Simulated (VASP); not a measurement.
These are PBEsol GGA, VASP's PBE PAW potentials (set 64) (plane waves; VASP) values and carry that method's errors.

The input files of a VASP run:

INCAR:
```
LCHARG = .FALSE.
ALGO = Normal   ! blocked Davidson
LORBIT = 11   ! lm-projected
LASPH = .TRUE.   ! aspherical one-centre terms
SYSTEM = SiGe
LREAL = .FALSE.
LMAXMIX = 4   ! l cut-off of mixed one-centre charges
NELM = 100
PREC = Accurate
SIGMA = 0.05   ! width (eV)
LWAVE = .FALSE.
EDIFF = 1E-7   ! SCF stop (eV)
ISMEAR = 0
GGA = PS
ICHARG = 11   ! fixed density
ENCUT = 400   ! plane-wave cut-off (eV)
```

File POSCAR:
```
SiGe
3.9395520
  1.0000001025   0.0000000000   0.0000000000
 -0.5000000512   0.8660253899   0.0000000000
  0.0000000000   0.0000000000   2.2368634527
Si Ge
2 2
Direct
  0.3333330000   0.6666670000   0.2500000000
  0.6666670000   0.3333330000   0.7500000000
  0.6666670000   0.3333330000   0.2500000000
  0.3333330000   0.6666670000   0.7500000000
```

File KPOINTS:
```
k-points along high-symmetry lines
10
Line-mode
Reciprocal
  0.000000   0.000000   0.000000 ! GAMMA
  0.500000  -0.000000   0.000000 ! M

  0.500000  -0.000000   0.000000 ! M
  0.333333   0.333333   0.000000 ! K

  0.333333   0.333333   0.000000 ! K
  0.000000   0.000000   0.000000 ! GAMMA

  0.000000   0.000000   0.000000 ! GAMMA
  0.000000   0.000000   0.500000 ! A

  0.000000   0.000000   0.500000 ! A
  0.500000  -0.000000   0.500000 ! L

  0.500000  -0.000000   0.500000 ! L
  0.333333   0.333333   0.500000 ! H

  0.333333   0.333333   0.500000 ! H
  0.000000   0.000000   0.500000 ! A

  0.500000  -0.000000   0.500000 ! L
  0.500000  -0.000000   0.000000 ! M

  0.333333   0.333333   0.500000 ! H
  0.333333   0.333333   0.000000 ! K
```

POTCAR, in this order: Si Ge_d (PBE.64 set). Program: vasp_std. Read from the step before: CHGCAR.

Output of the run:

**OUTCAR**
```
 ion  position               nearest neighbor table
   1  0.333  0.667  0.250-   3 2.27   3 2.27   3 2.27
   2  0.667  0.333  0.750-   4 2.27   4 2.27   4 2.27
   3  0.667  0.333  0.250-   1 2.27   1 2.27   1 2.27
   4  0.333  0.667  0.750-   2 2.27   2 2.27   2 2.27
  LATTYP: Found a hexagonal cell.
 ALAT       =     3.9395524039
 C/A-ratio  =     2.2368632234
 Subroutine PRICEL returns:
 Original cell was already a primitive cell.
 Subroutine GETGRP returns: Found 24 space group operations
The static configuration has the point symmetry D_3d.
 The point group associated with its full space group is D_6h.
The dynamic configuration has the point symmetry D_3d.
 Subroutine INISYM returns: Found 24 space group operations
   k-points           NKPTS =     90   k-points in BZ     NKDIM =     90   number of bands    NBANDS=     22
   number of dos      NEDOS =    301   number of ions     NIONS =      4
   total plane-waves  NPLWV =  47040
   dimension x,y,z NGX =    28 NGY =   28 NGZ =   60
   dimension x,y,z NGXF=    56 NGYF=   56 NGZF=  120
   ions per type =               2   2
   PREC   = accura    normal or accurate (medium, high low for compatibility)
   ISTART =      0    job   : 0-new  1-cont  2-samecut
   ICHARG =     11    charge: 1-file 2-atom 10-const
   ISPIN  =      1    spin polarized calculation?
   LNONCOLLINEAR =      F non collinear calculations
   LSORBIT =      F    spin-orbit coupling
   INIWAV =      1    electr: 0-lowe 1-rand  2-diag
   ENCUT  =  400.0 eV  29.40 Ry    5.42 a.u.   6.42  6.42 14.37*2*pi/ulx,y,z
   NELM   =    100;   NELMIN=  2; NELMDL= -5     # of ELM steps
   EDIFF  = 0.1E-06   stopping-criterion for ELM
   LREAL  =      F    real-space projection
   NLSPLINE    = F    spline interpolate recip. space projectors
   LMAXMIX     =    4 max onsite mixed and CHGCAR
   VOSKOWN=      0    Vosko Wilk Nusair interpolation
   EDIFFG = 0.1E-05   stopping-criterion for IOM
   NSW    =      0    number of steps for IOM
   NBLOCK =      1;   KBLOCK =      1    inner block; outer block
   IBRION =     -1    ionic relax: 0-MD 1-quasi-New 2-CG
   NFREE  =      0    steps in history (QN), initial steepest desc. (CG)
...
```

**OSZICAR**
```
       N       E                     dE             d eps       ncg     rms          rms(c)
DAV:   1     0.247143049865E+03    0.24714E+03   -0.16246E+04  4402   0.261E+03
DAV:   2     0.200791081888E+02   -0.22706E+03   -0.22244E+03  4134   0.581E+02
DAV:   3    -0.149692004825E+02   -0.35048E+02   -0.34337E+02  4764   0.158E+02
DAV:   4    -0.163297892483E+02   -0.13606E+01   -0.13575E+01  4490   0.348E+01
DAV:   5    -0.163719080233E+02   -0.42119E-01   -0.42111E-01  5030   0.634E+00
DAV:   6    -0.163735593550E+02   -0.16513E-02   -0.16513E-02  5394   0.106E+00
DAV:   7    -0.163736156206E+02   -0.56266E-04   -0.56265E-04  5778   0.171E-01
DAV:   8    -0.163736166424E+02   -0.10218E-05   -0.10220E-05  5478   0.208E-02
DAV:   9    -0.163736166618E+02   -0.19442E-07   -0.19197E-07  3724   0.302E-03
   1 F= -.16373617E+02 E0= -.16370923E+02  d E =-.538828E-02
```

### OUTCAR
```
 val. band max:        2.6583883570   @ k =   0.3333   0.3333   0.5000

 cond. band min:       2.6747522322   @ k =   0.3333   0.3333   0.5000



 k-point     1 :       0.0000    0.0000    0.0000
  band No.  band energies     occupation
      1     -22.1221      2.00000
      2     -22.1220      2.00000
      3     -22.1168      2.00000
      4     -22.1168      2.00000
      5     -22.1167      2.00000
      6     -22.1167      2.00000
      7     -22.0814      2.00000
      8     -22.0814      2.00000
      9     -22.0813      2.00000
     10     -22.0813      2.00000
     11      -9.3250      2.00000
     12      -9.1492      2.00000
     13      -1.2185      2.00000
     14       0.4980      2.00000
     15       0.9575      2.00000
     16       0.9576      2.00000
     17       1.0503      2.00000
     18       1.0504      2.00000
     19       2.9494      0.00000
     20       3.1895      0.00000
     21       5.3677      0.00000
     22       5.5108      0.00000

 k-point     2 :       0.0556    0.0000    0.0000
  band No.  band energies     occupation
      1     -22.1220      2.00000
      2     -22.1219      2.00000
      3     -22.1168      2.00000
      4     -22.1168      2.00000
      5     -22.1166      2.00000
      6     -22.1165      2.00000
      7     -22.0816      2.00000
      8     -22.0815      2.00000
      9     -22.0815      2.00000
     10     -22.0814      2.00000
     11      -9.2901      2.00000
     12      -9.1145      2.00000
     13      -1.1823      2.00000
     14       0.5281      2.00000
     15       0.5325      2.00000
     16       0.6418      2.00000
     17       0.8866      2.00000
     18       0.9813      2.00000
     19       3.3247      0.00000
     20       3.5431      0.00000
     21       5.3877      0.00000
     22       5.5093      0.00000

 k-point     3 :       0.1111    0.0000    0.0000
  band No.  band energies     occupation
      1     -22.1216      2.00000
      2     -22.1215      2.00000
...
```

The density is held fixed in this step, so its total energy and stress have no physical meaning.

The structure was generated: SiGe was put into the layered h-BN type type (P6_3/mmc), which need not be its known phase. It was relaxed first, which changed the volume by -9 %.
